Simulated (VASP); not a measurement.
```yaml
crystal:
  lattice:
    - [0.00000, 2.05594, 2.05594]
    - [2.05594, 0.00000, 2.05594]
    - [2.05594, 2.05594, 0.00000]
  atoms:
    - { symbol: Al, position: [0.00000, 0.00000, 0.00000] }
```

Level of theory: rev-vdW-DF2, VASP's PBE PAW potentials (set 64) (plane waves; VASP 6.6.1). Numerical set-up: 520 eV cut-off, 15×15×15 Γ-centred mesh, first-order Methfessel-Paxton smearing of 0.10 eV, potentials Al.

**Question.** Estimate the energy per atom (σ→0), pressure, band gap (on the k-mesh) with the smallest direct gap where there is one.

**Answer.** 
The band gap (on the k-mesh) is none (metal, semimetal or under 0.01 eV), the energy per atom (σ→0) comes out as -2.620 eV/atom and the pressure is -3.63 GPa.

Only differences to runs with the same potentials and settings are physical.

The compound is Al in the fcc structure. This cell is one point of a volume scan, at 1.06 of the reference volume.
